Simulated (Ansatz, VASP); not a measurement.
# Cross-check of Ge (amorphous Ge) between VASP and Ansatz, part 2 of 3

One calculation is typed for both programs; each brings its own data sets. How far apart do they land? Of the first pair: The structure shown is the start of the Ansatz relaxation below; VASP solves that cell, so the two are compared at the walk's first step.

VASP 6.6.1 and Ansatz 0.2.0.

So far: Set-up; Ansatz: relaxation, r2SCAN.

## Step 3: VASP: single point, r2SCAN, start cell, pair 1

Level of this step: r2SCAN; plane waves and PAW (Ge_d) (VASP).

The same cell, functional, mesh and smearing now go to VASP, with its own data sets.

Lines of VASP's logs that name or quote its potential files are left out, and so is its time.

INCAR

```
SYSTEM = Ge
PREC = Accurate
ENCUT = 450
EDIFF = 1E-06
NELM = 120
ISMEAR = -1
SIGMA = 0.025
LREAL = Auto
ALGO = Normal
METAGGA = R2SCAN
LASPH = .TRUE.
NBANDS = 495
LORBIT = 11
LWAVE = .FALSE.
LCHARG = .FALSE.
ISIF = 2
GGA_COMPAT = .FALSE.
EFERMI = MIDGAP
LMIXTAU = .TRUE.
```

POSCAR

```
Ge
1.0
   11.7217000000      0.0000000000      0.0000000000
    0.0000000000     11.7217000000      0.0000000000
    0.0000000000      0.0000000000     11.7217000000
Ge
61
Direct
    0.6153970840      0.1594563928      0.7583797572
    0.2135697041      0.3868892737      0.6853698696
    0.4029705589      0.5934292807      0.1529726917
    0.3522014725      0.7775322692      0.4429818200
    0.4358924047      0.7518534001      0.0219507409
    0.4947575864      0.6522432753      0.3451291195
    0.1847769521      0.5521468729      0.1673306773
    0.4195807775      0.8583225983      0.6398559936
    0.1163227177      0.6450002986      0.9833897813
    0.1538002167      0.1736693483      0.0285112228
    0.3114479982      0.9419879369      0.3189639728
    0.7865412014      0.8833786908      0.2139194827
    0.3609715314      0.4993814890      0.8060178984
    0.9804038663      0.2420638645      0.9172133735
    0.6498801368      0.1036027197      0.9705503468
    0.2722727932      0.1808270131      0.6887908750
    0.1249818712      0.0360527910      0.6903094261
    0.6694080210      0.4099064129      0.9638874907
    0.3423308906      0.2756937987      0.0913178123
    0.5717600689      0.1555320474      0.3051007960
    0.2553639830      0.4552070092      0.4765861607
    0.4702133650      0.4851770648      0.4732504671
    0.0018683297      0.3979542217      0.7645222109
    0.8195227655      0.9902061988      0.5151983074
    0.7977170547      0.2492300605      0.0353873585
    0.1710076183      0.6578226708      0.4641306295
    0.6636409395      0.3781021524      0.7463934412
    0.9986094167      0.8506359999      0.2148408507
    0.8677239650      0.2280727198      0.2426098603
    0.4893232210      0.1203238438      0.1114599418
    0.7515121527      0.7850397127      0.5730482780
    0.9505617786      0.0783930659      0.7948420451
    0.0890399857      0.7838965338      0.6192275864
    0.2174258000      0.9726916744      0.9715058396
    0.2909987459      0.6871358250      0.8789936613
    0.9061228320      0.8948957916      0.8843171212
    0.3759608248      0.9381830281      0.1112893181
    0.6293796975      0.7415391965      0.9333885017
    0.8121176962      0.3914534581      0.3769163176
    0.5861863040      0.7337331616      0.7091804090
    0.0767124223      0.1866879378      0.2340189563
    0.0295520274      0.9641690199      0.5135859133
    0.0415127499      0.6562614638      0.2883284848
    0.9467995257      0.5800011944      0.8710596586
    0.7599068395      0.0603325456      0.3229224430
    0.9109770767      0.7426909066      0.7283670457
    0.8029893275      0.1395872612      0.6603820265
    0.2415263998      0.8612999821      0.7613742034
    0.4502503903      0.4371635514      0.0018512673
    0.5267324705      0.5263570984      0.6751665714
    0.7767985872      0.5825776125      0.0200226930
    0.8360562035      0.5776380559      0.2519173840
    0.4518115973      0.0758422413      0.6374075433
    0.7051025022      0.7230691794      0.3493094005
    0.7341682520      0.9100813022      0.0030626957
    0.1094039261      0.9943011679      0.3222399481
    0.6039823575      0.3542916130      0.3667215506
    0.4241364307      0.0845099260      0.4253905150
    0.0587457451      0.8438707696      0.0173097759
    0.2163423394      0.3563220352      0.2686811640
    0.8425569670      0.3503416740      0.6105257770
```

KPOINTS

```
Automatic mesh
0
Gamma
1 1 1
0 0 0
```

PAW data sets: Ge_d (PBE family, release 64).

Launch:

```
$ export OMP_NUM_THREADS=3
$ mpirun -np 1 vasp_gam
```

Numbers of over 12 decimals in the logs are rounded to 6 here.

The program printed:

```text
[banner, memory and clock lines left out]
running    1 mpi-ranks, on    1 nodes
[...]
Offloading initialized ...    1 GPUs detected
[...]
|                                                                             |
|               ----> ADVICE to this user running VASP <----                  |
|                                                                             |
|     You enforced a specific xc type in the INCAR file but a different       |
|     [... a line on the potential file left out ...]
|     I HOPE YOU KNOW WHAT YOU ARE DOING!                                     |
|                                                                             |

 LDA part: xc-table for (None), standard interpolation
 POSCAR, INCAR and KPOINTS ok, starting setup
[...]
entering main loop
       N       E                     dE             d eps       ncg     rms          rms(c)
DAV:   1     0.167606664920E+05    0.16761E+05   -0.34020E+05  1045   0.501E+03
DAV:   2     0.344029311783E+04   -0.13320E+05   -0.12868E+05  1006   0.116E+03
DAV:   3    -0.814294899851E+02   -0.35217E+04   -0.33882E+04   990   0.314E+02
DAV:   4    -0.830992216590E+03   -0.74956E+03   -0.69326E+03  1116   0.136E+02
[...]
DAV:  19    -0.827946229575E+03   -0.36020E-05   -0.35008E-05  1020   0.459E-02    0.199E-03
DAV:  20    -0.827946234613E+03   -0.50381E-05   -0.56147E-05   868   0.329E-02    0.351E-03
DAV:  21    -0.827946234080E+03    0.53269E-06   -0.33514E-06   724   0.202E-02
   1 F= -.82794623E+03 E0= -.82791053E+03  d E =-.714127E-01
```

From OUTCAR (step 3):

```text
  Total      -35.5177233    -22.0402459    -58.6666912      3.5183005     -3.1300389     -6.4876416
  in kB      -35.3332752    -21.9257881    -58.3620275      3.5000295     -3.1137842     -6.4539504
  external PRESSURE =     -38.5403636 kB  Pullay stress =       0.0000000 kB

 POSITION                                       TOTAL-FORCE (eV/Angst)
 -----------------------------------------------------------------------------------
      7.21350      1.86910      8.88950         0.363171      0.614774     -0.086690
      2.50340      4.53500      8.03370         0.050778     -0.164522      0.072406
      4.72350      6.95600      1.79310        -0.151911      0.172864      0.201471
      4.12840      9.11400      5.19250        -0.141766     -0.114612      0.105918
      5.10940      8.81300      0.25730         0.115609      0.135974      0.003141
      5.79940      7.64540      4.04550         0.206512      0.126078     -0.160036
      2.16590      6.47210      1.96140         0.108951     -0.122897     -0.069931
      4.91820     10.06100      7.50020        -0.239733      0.191124      0.019030
      1.36350      7.56050     11.52700        -0.026029     -0.475218      0.029679
      1.80280      2.03570      0.33420        -0.057343      0.369528      0.241626
      3.65070     11.04170      3.73880        -0.175111     -0.190452     -0.201926
      9.21960     10.35470      2.50750        -0.407509      0.055418     -0.024946
      4.23120      5.85360      9.44790         0.196207      0.166968      0.281808
     11.49200      2.83740     10.75130         0.319541      0.204506     -0.013366
[...]
-----------------------------------------------------------------------------------
    total drift:                                0.003189      0.034059      0.084774

  FREE ENERGIE OF THE ION-ELECTRON SYSTEM (eV)
  ---------------------------------------------------
  free  energy   TOTEN  =      -827.9462340803 eV

  energy  without entropy=     -827.8748214086  energy(sigma->0) =     -827.91052774

[... 3 further parts left out ...]
[key lines of the parts left out:]
E-fermi :   3.3223
```

The run ends at a pressure of -3.85 GPa, with forces up to 0.88 eV/Å.

## Step 4: Side by side

Known differences besides the potentials themselves: VASP keeps PBE cores, Ansatz makes them for the functional; the cutoff is 500 eV in Ansatz and 450 eV in VASP (PREC = Accurate, projectors in real space). Total energies have different zeros and are not compared.

Forces on 9 of the 61 atoms, those with the largest forces and the largest differences (eV/Å; atoms numbered as in POSCAR):

| atom | Ansatz x, y, z | VASP x, y, z |
| --- | --- | --- |
| Ge1 | 0.365, 0.618, -0.099 | 0.363, 0.615, -0.087 |
| Ge5 | 0.108, 0.118, 0.012 | 0.116, 0.136, 0.003 |
| Ge9 | -0.020, -0.472, 0.015 | -0.026, -0.475, 0.030 |
| Ge18 | 0.270, 0.286, -0.298 | 0.252, 0.278, -0.295 |
| Ge19 | -0.511, 0.065, 0.210 | -0.525, 0.075, 0.219 |
| Ge38 | 0.145, -0.223, -0.019 | 0.142, -0.239, -0.032 |
| Ge51 | -0.162, 0.190, -0.416 | -0.150, 0.201, -0.398 |
| Ge53 | 0.088, -0.392, -0.399 | 0.095, -0.392, -0.385 |
| Ge58 | 0.012, 0.106, 0.862 | 0.003, 0.114, 0.874 |

The forces differ by 8.1 meV/Å r.m.s., which is 3.9 % of the r.m.s. force of 0.206 eV/Å (both taken over all components).

## Step 5: Ansatz: relaxation, r2SCAN

This run makes the geometry at which the two programs are then compared.

The structure compared here is the end of the Ansatz relaxation.

input.yaml

```yaml
crystal:
  lattice:
    - [11.7217, 0.0, 0.0]
    - [0.0, 11.7217, 0.0]
    - [0.0, 0.0, 11.7217]
  atoms:
    - { symbol: Ge, position: [0.6154, 0.15946, 0.75838] }
    - { symbol: Ge, position: [0.21357, 0.38689, 0.68537] }
    - { symbol: Ge, position: [0.40297, 0.59343, 0.15297] }
    - { symbol: Ge, position: [0.3522, 0.77753, 0.44298] }
    - { symbol: Ge, position: [0.43589, 0.75185, 0.02195] }
    - { symbol: Ge, position: [0.49476, 0.65224, 0.34513] }
    - { symbol: Ge, position: [0.18478, 0.55215, 0.16733] }
    - { symbol: Ge, position: [0.41958, 0.85832, 0.63986] }
    - { symbol: Ge, position: [0.11632, 0.645, 0.98339] }
    - { symbol: Ge, position: [0.1538, 0.17367, 0.02851] }
    - { symbol: Ge, position: [0.31145, 0.94199, 0.31896] }
    - { symbol: Ge, position: [0.78654, 0.88338, 0.21392] }
    - { symbol: Ge, position: [0.36097, 0.49938, 0.80602] }
    - { symbol: Ge, position: [0.9804, 0.24206, 0.91721] }
    - { symbol: Ge, position: [0.64988, 0.1036, 0.97055] }
    - { symbol: Ge, position: [0.27227, 0.18083, 0.68879] }
    - { symbol: Ge, position: [0.12498, 0.03605, 0.69031] }
    - { symbol: Ge, position: [0.66941, 0.40991, 0.96389] }
    - { symbol: Ge, position: [0.34233, 0.27569, 0.09132] }
    - { symbol: Ge, position: [0.57176, 0.15553, 0.3051] }
    - { symbol: Ge, position: [0.25536, 0.45521, 0.47659] }
    - { symbol: Ge, position: [0.47021, 0.48518, 0.47325] }
    - { symbol: Ge, position: [0.00187, 0.39795, 0.76452] }
    - { symbol: Ge, position: [0.81952, 0.99021, 0.5152] }
    - { symbol: Ge, position: [0.79772, 0.24923, 0.03539] }
    - { symbol: Ge, position: [0.17101, 0.65782, 0.46413] }
    - { symbol: Ge, position: [0.66364, 0.3781, 0.74639] }
    - { symbol: Ge, position: [0.99861, 0.85064, 0.21484] }
    - { symbol: Ge, position: [0.86772, 0.22807, 0.24261] }
    - { symbol: Ge, position: [0.48932, 0.12032, 0.11146] }
    - { symbol: Ge, position: [0.75151, 0.78504, 0.57305] }
    - { symbol: Ge, position: [0.95056, 0.07839, 0.79484] }
    - { symbol: Ge, position: [0.08904, 0.7839, 0.61923] }
    - { symbol: Ge, position: [0.21743, 0.97269, 0.97151] }
    - { symbol: Ge, position: [0.291, 0.68714, 0.87899] }
    - { symbol: Ge, position: [0.90612, 0.8949, 0.88432] }
    - { symbol: Ge, position: [0.37596, 0.93818, 0.11129] }
    - { symbol: Ge, position: [0.62938, 0.74154, 0.93339] }
    - { symbol: Ge, position: [0.81212, 0.39145, 0.37692] }
    - { symbol: Ge, position: [0.58619, 0.73373, 0.70918] }
    - { symbol: Ge, position: [0.07671, 0.18669, 0.23402] }
    - { symbol: Ge, position: [0.02955, 0.96417, 0.51359] }
    - { symbol: Ge, position: [0.04151, 0.65626, 0.28833] }
    - { symbol: Ge, position: [0.9468, 0.58, 0.87106] }
    - { symbol: Ge, position: [0.75991, 0.06033, 0.32292] }
    - { symbol: Ge, position: [0.91098, 0.74269, 0.72837] }
    - { symbol: Ge, position: [0.80299, 0.13959, 0.66038] }
    - { symbol: Ge, position: [0.24153, 0.8613, 0.76137] }
    - { symbol: Ge, position: [0.45025, 0.43716, 0.00185] }
    - { symbol: Ge, position: [0.52673, 0.52636, 0.67517] }
    - { symbol: Ge, position: [0.7768, 0.58258, 0.02002] }
    - { symbol: Ge, position: [0.83606, 0.57764, 0.25192] }
    - { symbol: Ge, position: [0.45181, 0.07584, 0.63741] }
    - { symbol: Ge, position: [0.7051, 0.72307, 0.34931] }
    - { symbol: Ge, position: [0.73417, 0.91008, 0.00306] }
    - { symbol: Ge, position: [0.1094, 0.9943, 0.32224] }
    - { symbol: Ge, position: [0.60398, 0.35429, 0.36672] }
    - { symbol: Ge, position: [0.42414, 0.08451, 0.42539] }
    - { symbol: Ge, position: [0.05875, 0.84387, 0.01731] }
    - { symbol: Ge, position: [0.21634, 0.35632, 0.26868] }
    - { symbol: Ge, position: [0.84256, 0.35034, 0.61053] }
kpoints:
  mp_grid: { grid: [1, 1, 1] }
hamiltonian:
  xc: r2scan
  pseudopotentials: { kind: paw, azcp: { folder: soft_1 } }
scf:
  occupations: { method: fermi_dirac, width: 0.025 }
output:
  forces: true
relax:
  f_tol: 0.05
  max_steps: 120
```

Launch:

```
$ ansatz run input.yaml --threads 4 --pin off --max-ram 15872MiB --backend cpu --events-out ev --progress --plain --runs-dir out
```

The program printed:

```text
[...]
Crystal: 61 atoms, lattice volume = 1610.541 Å³
Basis set: ecut = 500 eV, 40747 PW (Γ), exchange–correlation on 360×360×360 points (64 copies of the dense FFT grid, shifted against one another)
Bands: 513, of which v1, the nominal top of the filled ones, is band 427 counted from 1 (426 counted from 0)
Symmetry: 1 space group operations
[...]
k-points: 1
[...]
- { symbol: Ge, position: [0.403559, 0.596942, 0.151966] }
    - { symbol: Ge, position: [0.362350, 0.779680, 0.444089] }
    - { symbol: Ge, position: [0.431598, 0.757069, 0.019526] }
    - { symbol: Ge, position: [0.504609, 0.652767, 0.341890] }
    - { symbol: Ge, position: [0.186321, 0.555783, 0.168933] }
    - { symbol: Ge, position: [0.420800, 0.856486, 0.646301] }
[...]
- { symbol: Ge, position: [0.398366, 0.102617, 0.440094] }
    - { symbol: Ge, position: [0.054174, 0.835966, 0.018958] }
    - { symbol: Ge, position: [0.214710, 0.360400, 0.262539] }
    - { symbol: Ge, position: [0.840423, 0.336185, 0.620136] }
```

[end of part 2 of 3]

[Lines on the potential files, build, host, timing and source positions are cut from VASP's logs without a mark.]

[Logs are printed without paths, hosts, clocks, repeated set-up lines and the standing remarks that a program may print on its own settings, such as how far it seeks lower states.]

[Hosts, paths, dates, database ids (printed as entryN), source tags and the programs' standing remarks are cut or masked in the printed files.]
